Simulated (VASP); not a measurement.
# The low-index faces of Pt, part 3 of 5

How do surface energy, work function and relaxation of Pt depend on the face?

VASP 6.6.1; PBE; plane waves and PAW (Pt).

So far. Step 3 (The bulk reference, job self-consistent run, k-mesh …): The run ends at a pressure of -0.99 GPa. Step 4 (Relaxing the slab, 7 atoms, face Pt(111)): The run ended after 6 ionic steps, 0.004 eV below its first step, once the forces on the free atoms met EDIFFG = -0.03.

## Step 5: Vacuum level and density of states, 7 atoms, face Pt(111)

A static run writes the electrostatic potential without exchange and correlation (LVHAR), which is flat in the vacuum and gives the level to count from. The dipole correction cancels the field that unlike faces would set up across the vacuum.

The input, INCAR:

```
SYSTEM = Pt
PREC = Normal
ENCUT = 320
EDIFF = 1E-06
NELM = 120
ISMEAR = 1
SIGMA = 0.15
LREAL = .FALSE.
ALGO = Fast
GGA = PE
NBANDS = 43
LASPH = .TRUE.
LORBIT = 11
LWAVE = .FALSE.
LCHARG = .TRUE.
KPAR = 4
IDIPOL = 3
LDIPOL = .TRUE.
DIPOL = 0.5 0.5 0.5
LVHAR = .TRUE.
LVACPOTAV = .TRUE.
NEDOS = 1500
```

The input, POSCAR:

```
Pt
1.0
    2.8054651031      0.0000000000      0.0000000000
    1.4027325516      2.4296040487      0.0000000000
    0.0000000000      0.0000000000     28.7439159877
Pt
7
Direct
    0.0000000000      0.0000000000      0.2606216708
    0.3333333300      0.3333333300      0.3410986375
    0.6666666700      0.6666666700      0.4204876305
    0.0000000000      0.0000000000      0.5000000000
    0.3333333300      0.3333333300      0.5795123695
    0.6666666700      0.6666666700      0.6589013625
    0.0000000000      0.0000000000      0.7393783292
```

The input, KPOINTS:

```
Automatic mesh
0
Gamma
12 12 1
0 0 0
```

PAW data sets: Pt (PBE family, release 64).

Run with:

```console
mpirun -np 4 vasp_std
```

The log of the run:

```text
[... set-up lines as in an earlier step ...]
 entering main loop
       N       E                     dE             d eps       ncg     rms          rms(c)
DAV:   1     0.353369823102E+03    0.35337E+03   -0.26078E+04  1674   0.996E+02
DAV:   2    -0.251976231015E+02   -0.37857E+03   -0.36069E+03  1951   0.251E+02
DAV:   3    -0.434504101768E+02   -0.18253E+02   -0.17052E+02  2043   0.492E+01
DAV:   4    -0.441287265688E+02   -0.67832E+00   -0.66835E+00  1975   0.920E+00
DAV:   5    -0.441500832539E+02   -0.21357E-01   -0.20168E-01  2007   0.163E+00    0.282E+01
RMM:   6    -0.485313511948E+02   -0.43813E+01   -0.74376E+00  1730   0.131E+01    0.303E+01
RMM:   7    -0.484569696734E+02    0.74382E-01   -0.72888E+00  1832   0.916E+00    0.232E+01
RMM:   8    -0.529898888079E+02   -0.45329E+01   -0.12143E+01  1918   0.130E+01    0.272E+01
RMM:   9    -0.436376527790E+02    0.93522E+01   -0.39348E+00  1735   0.808E+00    0.123E+01
RMM:  10    -0.433168672883E+02    0.32079E+00   -0.53755E+00  1861   0.860E+00    0.128E+01
RMM:  11    -0.419668572942E+02    0.13500E+01   -0.13065E+00  1740   0.471E+00    0.792E+00
RMM:  12    -0.415722274202E+02    0.39463E+00   -0.57740E-01  1743   0.258E+00    0.496E+00
RMM:  13    -0.415339537643E+02    0.38274E-01   -0.73469E-02  1868   0.810E-01    0.426E+00
RMM:  14    -0.414762402150E+02    0.57714E-01   -0.16002E-02  1764   0.452E-01    0.247E+00
RMM:  15    -0.415209353293E+02   -0.44695E-01   -0.61218E-02  2068   0.100E+00    0.297E+00
RMM:  16    -0.414712245840E+02    0.49711E-01   -0.69946E-03  1732   0.371E-01    0.154E+00
RMM:  17    -0.414593656740E+02    0.11859E-01   -0.45212E-03  1787   0.268E-01    0.849E-01
RMM:  18    -0.414558454169E+02    0.35203E-02   -0.34770E-03  1819   0.226E-01    0.305E-01
RMM:  19    -0.414557922974E+02    0.53120E-04   -0.10981E-03  1839   0.118E-01    0.166E-01
RMM:  20    -0.414557469789E+02    0.45318E-04   -0.20808E-04  1820   0.532E-02    0.126E-01
RMM:  21    -0.414556985259E+02    0.48453E-04   -0.97277E-05  1779   0.369E-02    0.650E-02
RMM:  22    -0.414556972565E+02    0.12694E-05   -0.24116E-05  1798   0.191E-02    0.326E-02
RMM:  23    -0.414557148999E+02   -0.17643E-04   -0.14719E-05  1748   0.143E-02    0.185E-02
RMM:  24    -0.414557250193E+02   -0.10119E-04   -0.35221E-06  1219   0.686E-03    0.138E-02
RMM:  25    -0.414557432964E+02   -0.18277E-04   -0.50037E-06  1237   0.830E-03    0.917E-03
RMM:  26    -0.414557463523E+02   -0.30559E-05   -0.61841E-07   953   0.308E-03    0.116E-02
RMM:  27    -0.414557494798E+02   -0.31275E-05   -0.46730E-07   916   0.236E-03    0.869E-03
RMM:  28    -0.414557514834E+02   -0.20036E-05   -0.17461E-07   583   0.146E-03    0.462E-03
RMM:  29    -0.414557525013E+02   -0.10179E-05   -0.10634E-07   581   0.140E-03    0.213E-03
RMM:  30    -0.414557535873E+02   -0.10860E-05   -0.93723E-08   672   0.151E-03    0.187E-03
RMM:  31    -0.414557536814E+02   -0.94146E-07   -0.56638E-09   147   0.797E-04
 -----------------------------------------------------------------------------
|                                                                             |
|           W    W    AA    RRRRR   N    N  II  N    N   GGGG   !!!           |
|           W    W   A  A   R    R  NN   N  II  NN   N  G    G  !!!           |
|           W    W  A    A  R    R  N N  N  II  N N  N  G       !!!           |
|           W WW W  AAAAAA  RRRRR   N  N N  II  N  N N  G  GGG   !            |
|           WW  WW  A    A  R   R   N   NN  II  N   NN  G    G                |
|           W    W  A    A  R    R  N    N  II  N    N   GGGG   !!!           |
|                                                                             |
|     Did not find any points to average over, which means that no vacuum     |
|     field-free region was found. Please increase the size of  your cell     |
|     in the dimension of the dipole correction to obtain accurate            |
|     workfunction values.                                                    |
|                                                                             |
 -----------------------------------------------------------------------------

   1 F= -.41455754E+02 E0= -.41453247E+02  d E =-.752038E-02
```

Elapsed: 31 s, on 4 MPI ranks of AMD EPYC 7R43, shared host; peak memory 0.58 GiB.

OUTCAR, selected parts (step 5):

```text
   NELECT =      70.0000    total number of electrons

 dipolmoment           0.000000      0.000000      0.000000 electrons x Angstroem

 E-fermi :   3.3858

 k-point     1 :       0.0000    0.0000    0.0000
  band No.  band energies     occupation
    ...
     37       2.8175      2.00000
     38       3.2259      2.06138
     39       3.2259      2.06138
     40       3.3974      0.86920
     41       3.3974      0.86918
     42       3.5244     -0.03063
     43       3.8603     -0.00007

  Total       -4.8665012     -4.8665012     -1.0526541     -0.0000000      0.0000000      0.0000000
  in kB      -39.7961542    -39.7961542     -8.6081528     -0.0000000      0.0000000      0.0000000
  external PRESSURE =     -29.4001537 kB  Pullay stress =       0.0000000 kB

 POSITION                                       TOTAL-FORCE (eV/Angst)
 -----------------------------------------------------------------------------------
      0.00000      0.00000      7.49129         0.000000      0.000000      0.006258
      1.40273      0.80987      9.80451        -0.000000     -0.000000      0.023409
      2.80547      1.61974     12.08646         0.000000      0.000000      0.008404
      0.00000      0.00000     14.37196         0.000000      0.000000      0.000000
      1.40273      0.80987     16.65745        -0.000000      0.000000     -0.008404
      2.80547      1.61974     18.93941         0.000000      0.000000     -0.023409
      0.00000      0.00000     21.25263        -0.000000     -0.000000     -0.006258
 -----------------------------------------------------------------------------------
    total drift:                                0.000000      0.000000      0.000000

  FREE ENERGIE OF THE ION-ELECTRON SYSTEM (eV)
  ---------------------------------------------------
  free  energy   TOTEN  =       -41.4557536814 eV

  energy  without entropy=      -41.4482333008  energy(sigma->0) =      -41.45324689

 vacuum level on the upper side and lower side of the slab         9.027         9.027

[... 7 parts as in an earlier step ...]

[... 10 further parts left out ...]
```

This step gave:

```yaml
electronic_cycles: 31
dipole_moment: 0, 0, 0 e·Å
vacuum_levels: 9.027, 9.027 eV
work_functions_of_the_upper_and_lower_face: 5.641, 5.641 eV
```

The planar average of the electrostatic potential oscillates, so the rows of the table below give means over windows of 2.28 Å about each position, cut where the curve ends. Its maxima inside the range that stand out by 2 % of the span (Å: eV): 8.7: 0.769, 10.9: 0.300, 13.2: 0.303, 15.5: 0.303, 17.8: 0.300, 20.1: 0.769. Its minima: 7.5: -20.8, 9.8: -21.1, 12.1: -21.1, 14.4: -21.1, 16.7: -21.1, 18.9: -21.1, 21.2: -20.8.

Zero at the Fermi level. Table of planar average of the electrostatic potential by height; means over each step:

| height (Å) | planar average of the electrostatic potential (eV) |
| --- | --- |
| 1.14 | 5.65 |
| 3.42 | 5.65 |
| 5.70 | 3.69 |
| 7.98 | -10.1 |
| 10.26 | -10.6 |
| 12.54 | -10.7 |
| 14.82 | -10.7 |
| 17.10 | -10.7 |
| 19.38 | -10.4 |
| 21.66 | -9.00 |
| 23.94 | 5.51 |
| 26.22 | 5.65 |
| 28.50 | 5.65 |

Density of states in the PAW spheres, an atom over height of the layer and energy from the Fermi level.

Ten even steps from '0' (0.04 states/eV) to '9' (2.19 states/eV), each cell a mean:
```
3333333
7998997
9756579
8554558
7546457
8465648
7566657
7545457
9554559
9898989
6888886
4666664
5666665
3444443
3545453
4654564
2556552
1454541
0122210
0011100
0000000
0000000
```
Columns: height of the layer (Å) from 7.5 to 21.3; rows upwards: energy from the Fermi level (eV) from -7.9 to 0.5.

Valence density in the ca plane at fractional y = 0.000, with atoms of Pt within 0.2 Å of it. It is the smooth field of the valence electrons, not physical close to the nuclei.

Ten even steps from '0' (0.0 e/Å³) to '9' (3.4 e/Å³), each cell a mean:
```
00000000126874200000000000013688510000000000
10001110013543100111000111001354210000000000
11011221001221001221101221100122100000000000
21112321000110001332111232100011000000000000
21012321001110001221101222100111000000000000
10001111012332101111001111001233200000000000
00000100125764100000000010012576410000000000
00000000136985200000000000013799510000000000
```
Columns run along c (16.0 Å, from fractional 0.36 to 0.91 of the cell), rows up along a (2.8 Å). Atoms in or near the plane, at fractional coordinates: Pt at (0.50, 0.00), Pt at (0.74, 0.00).

The map of layer states is cut here 0.5 eV above the Fermi level, so it leaves out the states above that.

The vacuum level lies 5.64 eV above the Fermi level at the upper face; both faces agree, as the slab has next to no dipole.

The program found no field-free point at its default tolerance, but its printed level agrees with the flat part of the planar average.

On this mesh the fine structure of the density of states is sampling noise, and high empty states may be cut by the number of bands.

## Step 6: Relaxing the slab, 7 atoms, face Pt(100)

The input, INCAR:

```
SYSTEM = Pt
PREC = Normal
ENCUT = 320
EDIFF = 1E-05
NELM = 120
ISMEAR = 1
SIGMA = 0.15
LREAL = .FALSE.
ALGO = Fast
GGA = PE
NBANDS = 43
LASPH = .TRUE.
LORBIT = 11
LWAVE = .FALSE.
LCHARG = .FALSE.
KPAR = 4
IBRION = 2
NSW = 40
ISIF = 2
EDIFFG = -0.03
POTIM = 0.4
MAXMIX = 40
```

The input, POSCAR:

```
Pt
1.0
    2.8054651031      0.0000000000      0.0000000000
    0.0000000000      2.8054651031      0.0000000000
    0.0000000000      0.0000000000     26.9025803928
Pt
7
Direct
    0.0000000000      0.0000000000      0.2787836700
    0.5000000000      0.5000000000      0.3525224400
    0.0000000000      0.0000000000      0.4262612200
    0.5000000000      0.5000000000      0.5000000000
    0.0000000000      0.0000000000      0.5737387800
    0.5000000000      0.5000000000      0.6474775600
    0.0000000000      0.0000000000      0.7212163300
```

The input, KPOINTS:

```
Automatic mesh
0
Gamma
11 11 1
0 0 0
```

Run with:

```console
mpirun -np 4 vasp_std
```

The log of the run:

```text
[... set-up lines as in an earlier step ...]
 entering main loop
       N       E                     dE             d eps       ncg     rms          rms(c)
DAV:   1     0.359702151997E+03    0.35970E+03   -0.25685E+04  1822   0.985E+02
DAV:   2    -0.243081667809E+02   -0.38401E+03   -0.36548E+03  2239   0.248E+02
DAV:   3    -0.429689055943E+02   -0.18661E+02   -0.17605E+02  2196   0.506E+01
DAV:   4    -0.435650928699E+02   -0.59619E+00   -0.58943E+00  2343   0.901E+00
DAV:   5    -0.435823901457E+02   -0.17297E-01   -0.17199E-01  2184   0.143E+00    0.276E+01
RMM:   6    -0.498097814578E+02   -0.62274E+01   -0.91288E+00  1817   0.140E+01    0.325E+01
RMM:   7    -0.422395682976E+02    0.75702E+01   -0.44350E+00  1829   0.764E+00    0.153E+01
RMM:   8    -0.427296337050E+02   -0.49007E+00   -0.29460E+00  1832   0.748E+00    0.130E+01
RMM:   9    -0.411256823518E+02    0.16040E+01   -0.20677E+00  1828   0.591E+00    0.621E+00
RMM:  10    -0.409399351500E+02    0.18575E+00   -0.31744E-01  1827   0.229E+00    0.333E+00
RMM:  11    -0.409436602569E+02   -0.37251E-02   -0.15858E-01  1829   0.165E+00    0.322E+00
RMM:  12    -0.408535663969E+02    0.90094E-01   -0.81065E-02  1829   0.124E+00    0.155E+00
RMM:  13    -0.408387984473E+02    0.14768E-01   -0.19385E-02  1844   0.464E-01    0.710E-01
RMM:  14    -0.408390302943E+02   -0.23185E-03   -0.32479E-03  1844   0.240E-01    0.671E-01
RMM:  15    -0.408361656669E+02    0.28646E-02   -0.94435E-04  1898   0.108E-01    0.107E-01
RMM:  16    -0.408361120992E+02    0.53568E-04   -0.24963E-04  1839   0.424E-02    0.806E-02
RMM:  17    -0.408361196853E+02   -0.75861E-05   -0.39764E-05  1185   0.194E-02
   1 F= -.40836120E+02 E0= -.40828941E+02  d E =-.408361E+02
 curvature:   0.00 expect dE= 0.000E+00 dE for cont linesearch  0.000E+00
 trial: gam= 0.00000 g(F)=  0.174E-01 g(S)=  0.000E+00 ort = 0.000E+00 (trialstep = 0.100E+01)
 search vector abs. value=  0.174E-01
 bond charge predicted
       N       E                     dE             d eps       ncg     rms          rms(c)
DAV:   1    -0.408457721015E+02   -0.96600E-02   -0.38388E+00  1860   0.739E+00    0.464E-01
RMM:   2    -0.408509106050E+02   -0.51385E-02   -0.41551E-02  1822   0.113E+00    0.472E-01
RMM:   3    -0.408511662912E+02   -0.25569E-03   -0.74193E-03  1869   0.455E-01    0.512E-01
RMM:   4    -0.408494192152E+02    0.17471E-02   -0.17755E-03  1866   0.203E-01    0.238E-01
RMM:   5    -0.408493265402E+02    0.92675E-04   -0.56016E-04  1918   0.109E-01    0.227E-01
RMM:   6    -0.408490330357E+02    0.29350E-03   -0.18268E-04  1858   0.574E-02    0.560E-02
RMM:   7    -0.408490340594E+02   -0.10238E-05   -0.58427E-05  1476   0.296E-02
   2 F= -.40849034E+02 E0= -.40841892E+02  d E =-.129144E-01
[... from here on, the cycles between the ionic steps are left out ...]
   3 F= -.40853647E+02 E0= -.40846533E+02  d E =-.175278E-01
   4 F= -.40853692E+02 E0= -.40846574E+02  d E =-.175726E-01
   5 F= -.40855719E+02 E0= -.40848547E+02  d E =-.202684E-02
   6 F= -.40856095E+02 E0= -.40848903E+02  d E =-.240309E-02
   7 F= -.40856283E+02 E0= -.40849060E+02  d E =-.259117E-02
   8 F= -.40856303E+02 E0= -.40849087E+02  d E =-.261038E-02
   9 F= -.40856312E+02 E0= -.40849100E+02  d E =-.261998E-02
  10 F= -.40856313E+02 E0= -.40849103E+02  d E =-.262100E-02
  11 F= -.40856803E+02 E0= -.40849623E+02  d E =-.489995E-03
  12 F= -.40856957E+02 E0= -.40849787E+02  d E =-.643264E-03
 curvature:  -0.66 expect dE=-0.125E-03 dE for cont linesearch -0.117E-03
 ZBRENT: increasing intervall
 opt :   2.6074  next Energy=   -40.857203 (dE=-0.890E-03)
 bond charge predicted
       N       E                     dE             d eps       ncg     rms          rms(c)
DAV:   1    -0.408571489076E+02   -0.19164E-03   -0.50179E-02  1812   0.858E-01    0.752E-02
RMM:   2    -0.408572468786E+02   -0.97971E-04   -0.43659E-04  1811   0.126E-01    0.917E-02
RMM:   3    -0.408572456387E+02    0.12399E-05   -0.98412E-05  1709   0.517E-02
  13 F= -.40857246E+02 E0= -.40850095E+02  d E =-.932344E-03
 curvature:  -1.39 expect dE=-0.141E-03 dE for cont linesearch -0.130E-03
 trial: gam=-0.24231 g(F)=  0.101E-03 g(S)=  0.000E+00 ort = 0.186E-03 (trialstep = 0.165E+01)
 search vector abs. value=  0.327E-04
 reached required accuracy - stopping structural energy minimisation
```

Wall time 90 s (4 MPI ranks); peak memory 0.66 GiB.

Parts of OUTCAR (step 6):

```text
   k-points           NKPTS =     21   k-points in BZ     NKDIM =     21   number of bands    NBANDS=     43

   ENCUT  =  320.0 eV  23.52 Ry    4.85 a.u.   4.09  4.09 39.24*2*pi/ulx,y,z

   NELECT =      70.0000    total number of electrons

 E-fermi :   2.6939

 k-point     1 :       0.0000    0.0000    0.0000
  band No.  band energies     occupation
    ...
     33       2.0695      2.00000
     34       2.1378      2.00000
     35       2.4415      2.03863
     36       2.6600      1.37232
     37       2.6600      1.37232
     38       2.7478      0.43364
     39       2.7888      0.13210
     40       3.0522     -0.00376
     41       3.0522     -0.00376
     42       3.9617     -0.00000
    ...

  Total       -3.9510531     -3.9510531     -1.4295163      0.0000000     -0.0000000      0.0000000
  in kB      -29.8964604    -29.8964604    -10.8167305      0.0000000     -0.0000000      0.0000000
  external PRESSURE =     -23.5365504 kB  Pullay stress =       0.0000000 kB

 POSITION                                       TOTAL-FORCE (eV/Angst)
 -----------------------------------------------------------------------------------
      0.00000      2.80547      7.54308        -0.000000     -0.000000      0.023679
      1.40273      1.40273      9.47278         0.000000      0.000000      0.015956
      0.00000      0.00000     11.45237        -0.000000     -0.000000      0.022243
      1.40273      1.40273     13.45129        -0.000000     -0.000000     -0.000000
      0.00000      2.80547     15.45021         0.000000     -0.000000     -0.022243
      1.40273      1.40273     17.42980         0.000000      0.000000     -0.015956
      2.80547      2.80547     19.35950         0.000000      0.000000     -0.023679
 -----------------------------------------------------------------------------------
    total drift:                                0.000000      0.000000     -0.000000

  FREE ENERGIE OF THE ION-ELECTRON SYSTEM (eV)
  ---------------------------------------------------
  free  energy   TOTEN  =       -40.8572456387 eV

  energy  without entropy=      -40.8357934380  energy(sigma->0) =      -40.85009491

[... 1 part as in an earlier step ...]

[... 15 further parts left out ...]
```

The run keeps the 16 symmetry operations of its start, so it cannot find a distortion of lower symmetry.

Step by step:

| step | energy less that of the first step (eV) | largest force (eV/Å) |
| --- | --- | --- |
| 1 | 0.0000 | 0.3737 |
| 2 | -0.0129 | 0.2103 |
| 3 | -0.0175 | 0.1159 |
| 4 | -0.0176 | 0.1209 |
| 5 | -0.0196 | 0.0670 |
| 6 | -0.0200 | 0.0478 |
| 7 | -0.0202 | 0.0680 |
| 8 | -0.0202 | 0.0421 |
| 9 | -0.0202 | 0.0585 |
| 10 | -0.0202 | 0.0394 |
| 11 | -0.0207 | 0.0323 |
| 12 | -0.0208 | 0.0312 |
| 13 | -0.0211 | 0.0237 |

The atoms that moved most (Å):

| atom | dx | dy | dz | length |
| --- | --- | --- | --- | --- |
| Pt1 | 0.000 | 0.000 | 0.043 | 0.043 |
| Pt7 | 0.000 | 0.000 | -0.043 | 0.043 |
| Pt5 | 0.000 | 0.000 | 0.015 | 0.015 |
| Pt3 | 0.000 | 0.000 | -0.015 | 0.015 |
| Pt6 | 0.000 | 0.000 | 0.011 | 0.011 |
| Pt2 | 0.000 | 0.000 | -0.011 | 0.011 |

Final coordinates:

```xyz
7
Lattice="2.8055 0.0000 0.0000 0.0000 2.8055 0.0000 0.0000 0.0000 26.9026" Properties=species:S:1:pos:R:3
Pt    0.0000    0.0000    7.5431
Pt    1.4027    1.4027    9.4728
Pt    0.0000    0.0000   11.4524
Pt    1.4027    1.4027   13.4513
Pt    0.0000    0.0000   15.4502
Pt    1.4027    1.4027   17.4298
Pt    0.0000    0.0000   19.3595
```

This step gave:

```
electronic cycles       : 67
free energy (TOTEN)     : -40.86 eV
energy at zero smearing : -40.85 eV
Fermi energy            : 2.694 eV
```

The run ended after 13 ionic steps, 0.021 eV below its first step, once the forces on the free atoms met EDIFFG = -0.03.

(Part 3 of 5 ends here.)

[Lines on the potential files, build, host, timing and source positions are cut from VASP's logs without a mark.]

[Logs are printed without paths, hosts, clocks, repeated set-up lines and the standing remarks that a program may print on its own settings, such as how far it seeks lower states.]

[Hosts, paths, dates, database ids (printed as entryN), source tags and the programs' standing remarks are cut or masked in the printed files.]

[Runs that stopped without an error message from VASP are left out.]
